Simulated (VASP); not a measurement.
All values below come from LDA (Ceperley-Alder, Perdew-Zunger), VASP's LDA PAW potentials (set 64) (plane waves; VASP).

The input files of a VASP run:

File KPOINTS:
```
Automatic
0
Gamma
1 1 1
```

INCAR:
```
SYSTEM = Ag atom
MAGMOM = 1
NUPDOWN = 1
LASPH = .TRUE.   ! aspherical one-centre terms
ISMEAR = 0   ! Gaussian
NELM = 100   ! most electronic steps
LCHARG = .FALSE.
EDIFF = 1E-6   ! SCF stop (eV)
ISYM = 0
ISPIN = 2   ! spin-polarised
PREC = Normal
ENCUT = 520   ! plane-wave cut-off (eV)
ALGO = Normal
LMAXMIX = 4
LREAL = .FALSE.   ! projection in real space or not
LORBIT = 10
LWAVE = .TRUE.
SIGMA = 0.01   ! width (eV)
```

**POSCAR**
```
Ag atom
1
   12.0000000000     0.0000000000     0.0000000000
    0.0000000000    12.5000000000     0.0000000000
    0.0000000000     0.0000000000    13.0000000000
Ag
1
Direct
  0.0000000000   0.0000000000   0.0000000000
```

POTCAR, in this order: Ag (LDA.64 set). Program: vasp_gam.

Q: What will the output report for the number of irreducible k-points (NKPTS), largest plane-wave count, FFT grid (NGX, NGY, NGZ)?

A: 
- number of irreducible k-points (NKPTS) = 1
- largest plane-wave count = 26244
- FFT grid (NGX, NGY, NGZ) = 70 × 70 × 80

The cell is a free atom in a box.
